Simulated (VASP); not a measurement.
Computed with r2SCAN meta-GGA, VASP's PBE PAW potentials (set 64) (plane waves; VASP).

The input files of a VASP run:

### INCAR
```
ALGO = Normal
EDIFF = 1E-6
EDIFFG = -0.01
ENCUT = 520
IBRION = 2
ISIF = 3
ISMEAR = 1
LASPH = .TRUE.
LCHARG = .FALSE.
LMAXMIX = 4
LMIXTAU = .TRUE.
LREAL = .FALSE.
LWAVE = .FALSE.
METAGGA = R2SCAN
NELM = 100
NSW = 60
PREC = Accurate
SIGMA = 0.1
SYSTEM = CoAl
```

### POSCAR
```
CoAl
1.0
  2.8215656895   0.0000000000   0.0000000000
  0.0000000000   2.8215656895   0.0000000000
  0.0000000000   0.0000000000   2.8215656895
Al Co
1 1
Cart
  1.4107828447   1.4107828447   1.4107828447
  0.0000000000   0.0000000000   0.0000000000
```

KPOINTS:
```
Automatic mesh
0
Gamma
12 12 12
0 0 0
```

POTCAR, in this order: Al Co (PBE.64 set). Program: vasp_std.

Output of the run:

### OSZICAR
```
       N       E                     dE             d eps       ncg     rms          rms(c)
DAV:   1     0.285036641543E+02    0.28504E+02   -0.56522E+03  1688   0.133E+03
DAV:   2    -0.229529634236E+02   -0.51457E+02   -0.49082E+02  1698   0.205E+02
DAV:   3    -0.242957220996E+02   -0.13428E+01   -0.13331E+01  1960   0.431E+01
DAV:   4    -0.243220182628E+02   -0.26296E-01   -0.26287E-01  2144   0.542E+00
DAV:   5    -0.243228054973E+02   -0.78723E-03   -0.78719E-03  1972   0.905E-01    0.140E+01
DAV:   6    -0.257876855729E+02   -0.14649E+01   -0.80511E+01  1842   0.146E+02    0.184E+01
DAV:   7    -0.210579529925E+02    0.47297E+01   -0.32654E+01  1848   0.839E+01    0.210E+00
DAV:   8    -0.210963855066E+02   -0.38433E-01   -0.42602E-01  1960   0.825E+00    0.202E+00
DAV:   9    -0.210829832902E+02    0.13402E-01   -0.28186E-01  1874   0.929E+00    0.752E-01
DAV:  10    -0.210737261119E+02    0.92572E-02   -0.48091E-02  1854   0.385E+00    0.171E-01
DAV:  11    -0.210785693531E+02   -0.48432E-02   -0.32557E-03  1814   0.763E-01    0.117E-01
DAV:  12    -0.210785832194E+02   -0.13866E-04   -0.77160E-05  2306   0.890E-02    0.226E-02
DAV:  13    -0.210785878012E+02   -0.45818E-05   -0.98913E-06  1776   0.422E-02    0.439E-03
DAV:  14    -0.210785886989E+02   -0.89775E-06   -0.27549E-06  1710   0.217E-02
   1 F= -.21078589E+02 E0= -.21078645E+02  d E =-.210786E+02
```

**OUTCAR**
```
------------------------ aborting loop because EDIFF is reached ----------------------------------------
  FORCE on cell =-STRESS in cart. coord.  units (eV):
  Direction    XX          YY          ZZ          XY          YZ          ZX
  --------------------------------------------------------------------------------------
  Total        0.0117751      0.0117751      0.0117751     -0.0000000     -0.0000000     -0.0000000
  in kB        0.8398585      0.8398585      0.8398585     -0.0000000     -0.0000000     -0.0000000
  external PRESSURE =       0.8398585 kB  Pullay stress =       0.0000000 kB
  volume of cell :       22.46
      direct lattice vectors                 reciprocal lattice vectors
     2.821565689  0.000000000  0.000000000     0.354413156  0.000000000  0.000000000
     0.000000000  2.821565689  0.000000000     0.000000000  0.354413156  0.000000000
     0.000000000  0.000000000  2.821565689     0.000000000  0.000000000  0.354413156
 POSITION                                       TOTAL-FORCE (eV/Angst)
 -----------------------------------------------------------------------------------
      1.41078      1.41078      1.41078         0.000000      0.000000      0.000000
      0.00000      0.00000      0.00000         0.000000      0.000000      0.000000
 -----------------------------------------------------------------------------------
    total drift:                                0.000000      0.000000      0.000000
  FREE ENERGIE OF THE ION-ELECTRON SYSTEM (eV)
  ---------------------------------------------------
  free  energy   TOTEN  =       -21.0785886989 eV

  energy  without entropy=      -21.0787575742  energy(sigma->0) =      -21.07864499

 reached required accuracy - stopping structural energy minimisation
```
(Selected blocks of OUTCAR.)

The compound is CoAl in the CsCl type structure. It was relaxed first. The start is the result of an earlier pass. The run is not spin-polarised, so no magnetic state was tried.
